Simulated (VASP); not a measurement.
Consider the following.

```
CELL_PARAMETERS angstrom
      0.00000     4.34445     4.34445
      4.34445     0.00000     4.34445
      4.34445     4.34445     0.00000
ATOMIC_POSITIONS crystal
  Mg 0.12500 0.12500 0.12500
  Mg 0.62500 0.12500 0.12500
  Mg 0.12500 0.62500 0.12500
  Mg 0.12500 0.12500 0.62500
  Cd 0.75000 0.75000 0.75000
  Cd 0.50000 0.50000 0.50000
```

Method: PBE GGA, VASP's PBE PAW potentials (set 64) (plane waves; VASP). Run with 300 eV cut-off, 4×4×4 Γ-centred mesh, Gaussian smearing of 0.20 eV, potentials Mg Cd.

At this cut-off the stress carries a Pulay error, which pulls relaxed volumes low.

Task: Estimate the energy per atom (σ→0), pressure, band gap (on the k-mesh) with the smallest direct gap where there is one.

Result: 
| Item | Value |
|---|---|
| band gap (on the k-mesh) | none (metal, semimetal or under 0.01 eV) |
| energy per atom (σ→0) | -106.2 kJ/mol-atom |
| pressure | -3.80 GPa |

Only differences to runs with the same potentials and settings are physical.

The structure was generated: Mg2Cd was put into an ordered model structure, which need not be its known phase. The cell was not relaxed at this level. The k-mesh is coarse (spacing up to 0.31 per Å, 2π included), so the numbers may not be converged in it.
